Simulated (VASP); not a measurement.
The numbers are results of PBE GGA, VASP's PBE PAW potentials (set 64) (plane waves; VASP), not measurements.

A VASP calculation is set up with these files.

File POSCAR:
```
Ti
1
    2.9338911629     0.0000000000     0.0000000000
   -1.4669455814     2.5408243369     0.0000000000
    0.0000000000     0.0000000000     4.6506628938
Ti
2
Direct
  0.6666670000   0.3333330000   0.7500000000
  0.3333330000   0.6666670000   0.2500000000
```

**KPOINTS**
```
kpoints
0
Gamma
16 16 9
0 0 0
```

### INCAR
```
# general
SYSTEM  = Ti
PREC    = Normal
ENCUT   = 400
LREAL   = .False.
LASPH   = .True.

# electronic loop
EDIFF   = 1E-5
NELM    = 100
NELMIN  = 4
ALGO    = Fast
LMAXMIX = 4

# smearing
ISMEAR  = 1
SIGMA   = 0.1

# functional
GGA     = PE

# ions
IBRION  = 2
NSW     = 20
ISIF    = 2
EDIFFG  = -0.03

# output
LWAVE   = .False.
LCHARG  = .False.
```

POTCAR, in this order: Ti_sv (PBE.64 set). Program: vasp_std.

Problem. Estimate the energy per atom (σ→0), band gap (on the k-mesh).

Solution. 
The energy per atom (σ→0) comes out as -7.828 eV/atom and the band gap (on the k-mesh) comes out as none (metal, semimetal or under 0.01 eV).

File OSZICAR:
```
...
RMM:  19    -0.156565492193E+02   -0.39382E-04   -0.44551E-04  4457   0.859E-02    0.837E-03
RMM:  20    -0.156565716665E+02   -0.22447E-04   -0.27788E-04  4287   0.755E-02    0.102E-02
RMM:  21    -0.156565959819E+02   -0.24315E-04   -0.27642E-04  4019   0.655E-02    0.131E-02
RMM:  22    -0.156566083126E+02   -0.12331E-04   -0.15484E-04  3699   0.592E-02    0.146E-02
RMM:  23    -0.156566223515E+02   -0.14039E-04   -0.16485E-04  3604   0.534E-02    0.170E-02
RMM:  24    -0.156566307399E+02   -0.83884E-05   -0.10379E-04  3574   0.481E-02    0.180E-02
RMM:  25    -0.156566378147E+02   -0.70748E-05   -0.89779E-05  3407   0.442E-02
   1 F= -.15656638E+02 E0= -.15656987E+02  d E =-.156566E+02
```

The compound is Ti in the hcp structure. It was relaxed first.
